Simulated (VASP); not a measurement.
Calculation: PBEsol GGA, VASP's PBE PAW potentials (set 64) (plane waves; VASP).

Input for VASP

### POSCAR
```
Tl
1.0
  3.4340440973   0.0000000000   0.0000000000
 -1.7170220487   2.9739695266   0.0000000000
  0.0000000000   0.0000000000   5.5729876486
Tl
2
Cartesian
  1.7170237657   0.9913221842   4.1797407365
 -0.0000017171   1.9826473424   1.3932469121
```

### INCAR
```
# general
SYSTEM  = Tl
PREC    = Normal
ENCUT   = 400
LREAL   = F
LASPH   = T

# electronic loop
EDIFF   = 1E-5
NELM    = 100
NELMIN  = 4
ALGO    = Fast
LMAXMIX = 4

# smearing
ISMEAR  = 1
SIGMA   = 0.1

# functional
GGA     = PS

# ions
IBRION  = 2
NSW     = 20
ISIF    = 2
EDIFFG  = -0.03

# output
LWAVE   = F
LCHARG  = F
```

**KPOINTS**
```
Automatic mesh
0
gamma
 14 14 8
```

POTCAR, in this order: Tl_d (PBE.64 set). Program: vasp_std.

Output of the run:

File OSZICAR:
```
       N       E                     dE             d eps       ncg     rms          rms(c)
DAV:   1     0.106648699191E+03    0.10665E+03   -0.12605E+04  4216   0.117E+03
DAV:   2    -0.358020247334E+01   -0.11023E+03   -0.10893E+03  4404   0.260E+02
DAV:   3    -0.532083888344E+01   -0.17406E+01   -0.17233E+01  4879   0.293E+01
DAV:   4    -0.533049939921E+01   -0.96605E-02   -0.96506E-02  4528   0.224E+00
DAV:   5    -0.533060266790E+01   -0.10327E-03   -0.10327E-03  4809   0.239E-01    0.312E+00
RMM:   6    -0.526611970637E+01    0.64483E-01   -0.11964E-01  4080   0.262E+00    0.214E+00
RMM:   7    -0.525548726133E+01    0.10632E-01   -0.60860E-02  4080   0.200E+00    0.836E-01
RMM:   8    -0.525442616580E+01    0.10611E-02   -0.52358E-03  4080   0.552E-01    0.866E-02
RMM:   9    -0.525440994075E+01    0.16225E-04   -0.22642E-04  4080   0.131E-01    0.290E-02
RMM:  10    -0.525440923824E+01    0.70251E-06   -0.30429E-05  2714   0.482E-02
   1 F= -.52544092E+01 E0= -.52544065E+01  d E =-.525441E+01
```

OUTCAR:
```
------------------------ aborting loop because EDIFF is reached ----------------------------------------
  FORCE on cell =-STRESS in cart. coord.  units (eV):
  Direction    XX          YY          ZZ          XY          YZ          ZX
  --------------------------------------------------------------------------------------
  Total        0.0156277      0.0156277      0.0347377     -0.0000000     -0.0000000      0.0000000
  in kB        0.4399226      0.4399226      0.9778707     -0.0000000     -0.0000000      0.0000000
  external PRESSURE =       0.6192386 kB  Pullay stress =       0.0000000 kB
  volume of cell :       56.92
      direct lattice vectors                 reciprocal lattice vectors
     3.434044097  0.000000000  0.000000000     0.291201852  0.168125462  0.000000000
    -1.717022049  2.973969527  0.000000000     0.000000000  0.336250924  0.000000000
     0.000000000  0.000000000  5.572987649     0.000000000  0.000000000  0.179436967
 POSITION                                       TOTAL-FORCE (eV/Angst)
 -----------------------------------------------------------------------------------
      1.71702      0.99132      4.17974         0.000000     -0.000000      0.000000
     -0.00000      1.98265      1.39325        -0.000000      0.000000      0.000000
 -----------------------------------------------------------------------------------
    total drift:                               -0.000391      0.000226      0.000011
  FREE ENERGIE OF THE ION-ELECTRON SYSTEM (eV)
  ---------------------------------------------------
  free  energy   TOTEN  =        -5.2544092382 eV

  energy  without entropy=       -5.2544010930  energy(sigma->0) =       -5.25440652

 reached required accuracy - stopping structural energy minimisation
```
(Selected blocks of OUTCAR.)

OUTCAR:
```
 val. band max:        6.4350166807   @ k =   0.4286  -0.0000   0.2500

 cond. band min:       6.4852971467   @ k =   0.2857   0.2143   0.3750


 Fermi energy:         6.4655343283

 k-point     1 :       0.0000    0.0000    0.0000
  band No.  band energies     occupation
      1      -5.3285      2.00000
      2      -5.1043      2.00000
      3      -5.0680      2.00000
      4      -5.0680      2.00000
      5      -5.0163      2.00000
      6      -5.0163      2.00000
      7      -4.9296      2.00000
      8      -4.9296      2.00000
      9      -4.6059      2.00000
     10      -4.6058      2.00000
     11      -3.6663      2.00000
     12       1.1724      2.00000
     13       3.4933      2.00000
     14      14.6188      0.00000
     15      14.6188      0.00000
     16      16.6753      0.00000
     17      16.7991      0.00000

 k-point     2 :       0.0714   -0.0000    0.0000
  band No.  band energies     occupation
      1      -5.3090      2.00000
      2      -5.1202      2.00000
      3      -5.0471      2.00000
      4      -5.0451      2.00000
      5      -5.0184      2.00000
      6      -4.9947      2.00000
      7      -4.9432      2.00000
      8      -4.9399      2.00000
      9      -4.6286      2.00000
     10      -4.6020      2.00000
     11      -3.5683      2.00000
     12       1.2348      2.00000
     13       3.6215      2.00000
     14      13.4267      0.00000
     15      14.1341      0.00000
     16      15.6963      0.00000
     17      17.0386      0.00000

 k-point     3 :       0.1429   -0.0000    0.0000
  band No.  band energies     occupation
      1      -5.2764      2.00000
      2      -5.1346      2.00000
      3      -5.0394      2.00000
      4      -4.9868      2.00000
      5      -4.9842      2.00000
      6      -4.9798      2.00000
      7      -4.9672      2.00000
      8      -4.9334      2.00000
      9      -4.6868      2.00000
     10      -4.5923      2.00000
     11      -3.2685      2.00000
...
```

Unless said otherwise, spin-orbit coupling is left out, though it shifts the bands of the heavy elements here.

The compound is Tl in the hcp structure. It was relaxed first.
